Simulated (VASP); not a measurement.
OSZICAR of a VASP run on Nd (space group P6_3/mmc):

### OSZICAR
```
       N       E                     dE             d eps       ncg     rms          rms(c)
DAV:   1     0.654909129992E+03    0.65491E+03   -0.14287E+04  2296   0.163E+03
DAV:   2     0.107499562257E+03   -0.54741E+03   -0.53650E+03  3056   0.455E+02
DAV:   3    -0.247187534207E+01   -0.10997E+03   -0.10343E+03  3891   0.244E+02
DAV:   4    -0.191195393101E+02   -0.16648E+02   -0.15561E+02  4101   0.113E+02
DAV:   5    -0.236098026711E+02   -0.44903E+01   -0.43389E+01  4368   0.517E+01    0.609E+01
DAV:   6    -0.735117141107E+02   -0.49902E+02   -0.73804E+02  3668   0.148E+02    0.896E+01
DAV:   7    -0.280115721842E+02    0.45500E+02   -0.79240E+01  3730   0.895E+01    0.561E+01
DAV:   8    -0.891666251915E+02   -0.61155E+02   -0.59063E+02  2976   0.155E+02    0.123E+02
DAV:   9    -0.284007018061E+02    0.60766E+02   -0.42673E+02  3785   0.127E+02    0.656E+01
DAV:  10    -0.383945863065E+02   -0.99939E+01   -0.11077E+02  4325   0.647E+01    0.755E+01
DAV:  11    -0.405860583638E+02   -0.21915E+01   -0.21558E+01  4361   0.290E+01    0.824E+01
DAV:  12    -0.400350934458E+02    0.55096E+00   -0.58122E+00  4346   0.134E+01    0.863E+01
DAV:  13    -0.404817786744E+02   -0.44669E+00   -0.28975E+00  4312   0.861E+00    0.914E+01
DAV:  14    -0.409950264672E+02   -0.51325E+00   -0.12041E+00  4360   0.414E+00    0.929E+01
DAV:  15    -0.368578561670E+02    0.41372E+01   -0.12283E+00  3816   0.650E+00    0.826E+01
DAV:  16    -0.239504639030E+02    0.12907E+02   -0.53685E+01  3390   0.366E+01    0.186E+01
DAV:  17    -0.244711660176E+02   -0.52070E+00   -0.79317E+00  4330   0.167E+01    0.157E+01
DAV:  18    -0.249755708825E+02   -0.50440E+00   -0.30343E+00  4297   0.714E+00    0.216E+01
DAV:  19    -0.251072235242E+02   -0.13165E+00   -0.12741E+00  4313   0.493E+00    0.213E+01
DAV:  20    -0.251294714005E+02   -0.22248E-01   -0.70587E-01  4336   0.330E+00    0.215E+01
DAV:  21    -0.251682270692E+02   -0.38756E-01   -0.11381E+00  4080   0.466E+00    0.226E+01
DAV:  22    -0.251819535418E+02   -0.13726E-01   -0.63230E-01  4259   0.249E+00    0.231E+01
DAV:  23    -0.249410240520E+02    0.24093E+00   -0.43884E-01  4193   0.424E+00    0.249E+01
DAV:  24    -0.248547647699E+02    0.86259E-01   -0.84625E-01  4136   0.369E+00    0.272E+01
DAV:  25    -0.250620944689E+02   -0.20733E+00   -0.40576E-01  4081   0.272E+00    0.263E+01
DAV:  26    -0.250514789088E+02    0.10616E-01   -0.11425E+00  3968   0.392E+00    0.317E+01
DAV:  27    -0.252571587287E+02   -0.20568E+00   -0.64730E-01  4232   0.288E+00    0.318E+01
DAV:  28    -0.253214810633E+02   -0.64322E-01   -0.29877E-01  4080   0.246E+00    0.309E+01
DAV:  29    -0.251756177992E+02    0.14586E+00   -0.40892E-01  3849   0.324E+00    0.279E+01
DAV:  30    -0.251698563265E+02    0.57615E-02   -0.23465E-01  4208   0.191E+00    0.272E+01
DAV:  31    -0.251859535834E+02   -0.16097E-01   -0.13531E-01  4112   0.114E+00    0.273E+01
DAV:  32    -0.247214222334E+02    0.46453E+00   -0.37655E+00  3552   0.929E+00    0.171E+01
DAV:  33    -0.251871223057E+02   -0.46570E+00   -0.21001E+00  4312   0.685E+00    0.164E+01
DAV:  34    -0.253853650154E+02   -0.19824E+00   -0.13301E+00  4304   0.376E+00    0.151E+01
DAV:  35    -0.255255463140E+02   -0.14018E+00   -0.10004E+00  4320   0.246E+00    0.138E+01
DAV:  36    -0.256504082893E+02   -0.12486E+00   -0.71066E-01  4360   0.183E+00    0.135E+01
DAV:  37    -0.257094415941E+02   -0.59033E-01   -0.50910E-01  4313   0.119E+00    0.130E+01
DAV:  38    -0.257734126899E+02   -0.63971E-01   -0.44395E-01  4248   0.121E+00    0.127E+01
DAV:  39    -0.258571705516E+02   -0.83758E-01   -0.36661E-01  3905   0.165E+00    0.131E+01
DAV:  40    -0.259060531488E+02   -0.48883E-01   -0.37692E-01  4144   0.194E+00    0.144E+01
DAV:  41    -0.259175214825E+02   -0.11468E-01   -0.27758E-01  4273   0.138E+00    0.154E+01
DAV:  42    -0.259364652092E+02   -0.18944E-01   -0.20501E-01  4328   0.755E-01    0.155E+01
DAV:  43    -0.259468697285E+02   -0.10405E-01   -0.14541E-01  4360   0.604E-01    0.155E+01
DAV:  44    -0.259540105607E+02   -0.71408E-02   -0.99695E-02  4320   0.357E-01    0.155E+01
DAV:  45    -0.259510116803E+02    0.29989E-02   -0.77354E-02  4064   0.673E-01    0.161E+01
DAV:  46    -0.259622442109E+02   -0.11233E-01   -0.56207E-02  4320   0.476E-01    0.161E+01
DAV:  47    -0.259593111918E+02    0.29330E-02   -0.50763E-02  4217   0.522E-01    0.158E+01
DAV:  48    -0.259665962182E+02   -0.72850E-02   -0.35105E-02  4312   0.359E-01    0.162E+01
DAV:  49    -0.258969023053E+02    0.69694E-01   -0.87391E-02  4024   0.137E+00    0.153E+01
DAV:  50    -0.258184058472E+02    0.78496E-01   -0.52005E-02  4331   0.887E-01    0.147E+01
DAV:  51    -0.259832652196E+02   -0.16486E+00   -0.47491E-01  3728   0.415E+00    0.173E+01
DAV:  52    -0.260169577768E+02   -0.33693E-01   -0.16777E-01  4269   0.286E+00    0.158E+01
DAV:  53    -0.260124973157E+02    0.44605E-02   -0.51448E-02  4328   0.823E-01    0.154E+01
DAV:  54    -0.260048237892E+02    0.76735E-02   -0.25284E-02  4288   0.623E-01    0.154E+01
DAV:  55    -0.260194442756E+02   -0.14620E-01   -0.26777E-02  4040   0.754E-01    0.148E+01
DAV:  56    -0.254871523713E+02    0.53229E+00   -0.12448E+00  3665   0.725E+00    0.112E+01
DAV:  57    -0.255438323336E+02   -0.56680E-01   -0.23058E-01  4169   0.356E+00    0.112E+01
DAV:  58    -0.255783829131E+02   -0.34551E-01   -0.87389E-02  4304   0.122E+00    0.112E+01
DAV:  59    -0.255791605186E+02   -0.77761E-03   -0.38779E-02  4304   0.682E-01    0.113E+01
DAV:  60    -0.255986423421E+02   -0.19482E-01   -0.20746E-02  4112   0.621E-01    0.111E+01
DAV:  61    -0.254712968635E+02    0.12735E+00   -0.57601E-01  3944   0.447E+00    0.123E+01
DAV:  62    -0.254957429813E+02   -0.24446E-01   -0.99984E-02  4055   0.195E+00    0.127E+01
DAV:  63    -0.255108968732E+02   -0.15154E-01   -0.52587E-02  4248   0.695E-01    0.133E+01
DAV:  64    -0.254237259330E+02    0.87171E-01   -0.32728E-02  4139   0.101E+00    0.127E+01
DAV:  65    -0.251362580104E+02    0.28747E+00   -0.47641E-01  3824   0.482E+00    0.880E+00
DAV:  66    -0.251647657453E+02   -0.28508E-01   -0.34608E-01  4289   0.456E+00    0.114E+01
DAV:  67    -0.250466280151E+02    0.11814E+00   -0.54001E-01  4064   0.376E+00    0.128E+01
DAV:  68    -0.253645922936E+02   -0.31796E+00   -0.57214E-01  4361   0.371E+00    0.152E+01
DAV:  69    -0.252930308132E+02    0.71561E-01   -0.48524E-01  4344   0.228E+00    0.150E+01
DAV:  70    -0.253842896676E+02   -0.91259E-01   -0.40233E-01  4289   0.184E+00    0.156E+01
DAV:  71    -0.252044584419E+02    0.17983E+00   -0.47746E-01  4072   0.374E+00    0.123E+01
DAV:  72    -0.253422186054E+02   -0.13776E+00   -0.21734E-01  4144   0.206E+00    0.117E+01
DAV:  73    -0.251844887511E+02    0.15773E+00   -0.19487E-01  4008   0.201E+00    0.132E+01
DAV:  74    -0.253284069651E+02   -0.14392E+00   -0.16837E-01  4155   0.157E+00    0.129E+01
DAV:  75    -0.254932568600E+02   -0.16485E+00   -0.49243E-01  3728   0.303E+00    0.117E+01
DAV:  76    -0.255749653624E+02   -0.81709E-01   -0.19019E-01  4036   0.186E+00    0.117E+01
DAV:  77    -0.257083534604E+02   -0.13339E+00   -0.42761E-01  3920   0.241E+00    0.107E+01
DAV:  78    -0.257641406788E+02   -0.55787E-01   -0.21814E-01  4289   0.165E+00    0.105E+01
DAV:  79    -0.257394797966E+02    0.24661E-01   -0.13076E-01  4107   0.252E+00    0.118E+01
DAV:  80    -0.257553085919E+02   -0.15829E-01   -0.62394E-02  4216   0.740E-01    0.121E+01
DAV:  81    -0.258642955599E+02   -0.10899E+00   -0.16772E-01  3656   0.195E+00    0.118E+01
DAV:  82    -0.258767097950E+02   -0.12414E-01   -0.65342E-02  4237   0.105E+00    0.119E+01
DAV:  83    -0.258690428163E+02    0.76670E-02   -0.40883E-02  4193   0.497E-01    0.120E+01
DAV:  84    -0.258944241180E+02   -0.25381E-01   -0.52861E-02  3764   0.109E+00    0.121E+01
DAV:  85    -0.259263252615E+02   -0.31901E-01   -0.69072E-02  4194   0.988E-01    0.124E+01
DAV:  86    -0.257297872852E+02    0.19654E+00   -0.80307E-01  3896   0.831E+00    0.111E+01
DAV:  87    -0.257599900316E+02   -0.30203E-01   -0.25520E-01  4345   0.406E+00    0.871E+00
DAV:  88    -0.257747440327E+02   -0.14754E-01   -0.12786E-01  4320   0.173E+00    0.743E+00
DAV:  89    -0.258043503113E+02   -0.29606E-01   -0.10869E-01  4177   0.148E+00    0.659E+00
DAV:  90    -0.257946572373E+02    0.96931E-02   -0.15119E-01  3984   0.191E+00    0.572E+00
DAV:  91    -0.257494073617E+02    0.45250E-01   -0.11149E-01  4152   0.151E+00    0.552E+00
DAV:  92    -0.257313409399E+02    0.18066E-01   -0.72096E-02  4088   0.102E+00    0.541E+00
DAV:  93    -0.257208652013E+02    0.10476E-01   -0.48933E-02  4360   0.616E-01    0.549E+00
DAV:  94    -0.258169206197E+02   -0.96055E-01   -0.54172E-02  3864   0.183E+00    0.535E+00
DAV:  95    -0.258544965797E+02   -0.37576E-01   -0.14382E-01  4120   0.217E+00    0.492E+00
DAV:  96    -0.258497750777E+02    0.47215E-02   -0.43669E-02  4208   0.114E+00    0.545E+00
DAV:  97    -0.258663692435E+02   -0.16594E-01   -0.38293E-02  3825   0.151E+00    0.529E+00
DAV:  98    -0.258629357987E+02    0.34334E-02   -0.18276E-02  4112   0.621E-01    0.537E+00
DAV:  99    -0.258448480873E+02    0.18088E-01   -0.25645E-02  3681   0.110E+00    0.522E+00
DAV: 100    -0.258561477140E+02   -0.11300E-01   -0.23850E-02  4232   0.945E-01
   1 F= -.25856148E+02 E0= -.25606699E+02  d E =-.498898E+00  mag=    15.5737
```

Which electronic solver shows in the log?

It is blocked Davidson (ALGO = Normal, or the opening steps of other solvers). The INCAR had ALGO = Normal.

How was spin treated?

Collinear spin (ISPIN = 2): the summary line carries one mag value, 15.57 μB in the cell.

Can the final energy be trusted as converged?

The run did not converge; its last values are not results. It stopped with EDIFF = 1E-6, NELM = 100 (PBE GGA, plane waves, VASP's PBE PAW potentials (set 64)).   The run has a spin-polarised start.

The structure comes from a computed database's Nd entry; how it stands against other phases isn't given here. The cell was not relaxed at this level. The k-mesh is coarse (spacing up to 0.32 per Å, 2π included), so the numbers may not be converged in it. The run is one of a series of settings (SIGMA = 0.1, KPOINTS 6×6×2 Γ-centred mesh against the base run), some of them coarse on purpose. VASP warned that the highest band is occupied, so more bands are needed.
